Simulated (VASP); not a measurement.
Crystal: Mg3Te.

```
Te Mg
1.0
    -2.13936    2.13936    5.28249
     2.13936   -2.13936    5.28249
     2.13936    2.13936   -5.28249
Te Mg
1 3
Direct
  0.00000 0.00000 0.00000
  0.25000 0.75000 0.50000
  0.75000 0.25000 0.50000
  0.50000 0.50000 0.00000
```

The cell comes from a database or a generator and needn't be the stable form of this composition.

```yaml
Program: VASP 6.6.1
Task: single point
Functional: PBEsol
Potentials_or_basis: VASP PAW PBE potentials, release 64 (Te, Mg)
Cutoff: 520 eV
k_mesh: 9 × 9 × 9
Occupations: fermi-dirac, width 0.05 eV
Spin: no spin polarisation
```

On this cell: pressure -1.1 GPa; largest force under 0.003 eV/Å; band gap on the k mesh none (metal or under the smearing width).

The same run follows on a disturbed copy (atoms moved at random, drawn with an rms of 0.05 Å):

```xyz
4
Lattice="-2.1394 2.1394 5.2825 2.1394 -2.1394 5.2825 2.1394 2.1394 -5.2825" Properties=species:S:1:pos:R:3 pbc="T T T"
Te   -0.0061    0.0156    0.0051
Mg    2.1671   -0.0147    2.6670
Mg   -0.0189    2.1515    2.6494
Mg    0.0585   -0.0419    5.2926
```

What does the disturbed cell give?

The energy (extrapolated to zero smearing) moves by +3.0 meV/atom; pressure -1.0 GPa; largest force 0.204 eV/Å; band gap on the k mesh none (metal or under the smearing width).

Forces on the atoms (eV/Å):
```
Te   0.125 -0.111  0.010
Mg  -0.099  0.056 -0.018
Mg   0.129 -0.077 -0.006
Mg  -0.155  0.133  0.014
```

Stress tensor (GPa, compression positive):
```
-0.88 -0.11 -0.06
-0.11 -0.94 -0.03
-0.06 -0.03 -1.18
```

Caveats: the PAW data sets were made with another functional, which shifts forces and pressure a little.
